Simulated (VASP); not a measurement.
A run of VASP 6.6.1 is set up as follows.

INCAR

```
PREC = Accurate
ENCUT = 600
EDIFF = 1E-6
ISMEAR = -1
SIGMA = 0.05
LREAL = F
LASPH = T
NELM = 60
ALGO = Normal
ISIF = 3
LWAVE = F
LCHARG = F
LMAXMIX = 4
LDAU = T
LDAUTYPE = 2
LDAUL = -1 -1 2
LDAUU = 0 0 4
LDAUJ = 0 0 0
LDAUPRINT = 1
GGA = PE
IBRION = 2
NSW = 60
EDIFFG = -0.01
```

The input KPOINTS:

```
Automatic mesh
0
Gamma
  5 5 5
```

File POSCAR:

```
SrB3Pt
1.0
    4.5405600000      0.0000000000      0.0000000000
    0.0000000000      4.5405600000      0.0000000000
    0.0000000000      0.0000000000      4.5405600000
Sr B Pt
1 3 1
Direct
    0.0000000000      0.0000000000      0.0000000000
    0.5000000000      0.0000000000      0.0000000000
    0.0000000000      0.5000000000      0.0000000000
    0.0000000000      0.0000000000      0.5000000000
    0.5000000000      0.5000000000      0.5000000000
```

Potentials or basis: VASP PAW PBE potentials, release 64 (Sr_sv, B, Pt).

Launch:

```bash
$ cat potpaw_PBE.64/Sr_sv/POTCAR potpaw_PBE.64/B/POTCAR potpaw_PBE.64/Pt/POTCAR > POTCAR
$ mpirun -np 1 vasp_std > vasp.out
```

Estimate the relaxed cell.

a = 4.715 Å, b = 4.715 Å, c = 4.715 Å, α = 90.00°, β = 90.00°, γ = 90.00°.

Predict the space group after relaxing (to 0.05 Å).

Pm-3m (No. 221).

What does it give for the band gap on the k mesh?

None (metal or under the smearing width).

What does it give for the relaxed volume?

20.97 Å³/atom.

Final structure:
```
Sr B Pt
1.0
     4.71515    0.00000    0.00000
     0.00000    4.71515    0.00000
     0.00000    0.00000    4.71515
Sr B Pt
1 3 1
Direct
  0.00000 0.00000 0.00000
  0.50000 0.00000 0.00000
  0.00000 0.50000 0.00000
  0.00000 0.00000 0.50000
  0.50000 0.50000 0.50000
```

Caveat: U without spin polarisation on a metal has little footing; the U is typed as a test and isn't derived for this compound. The run has no spin-orbit coupling, so splittings on Pt are missing.
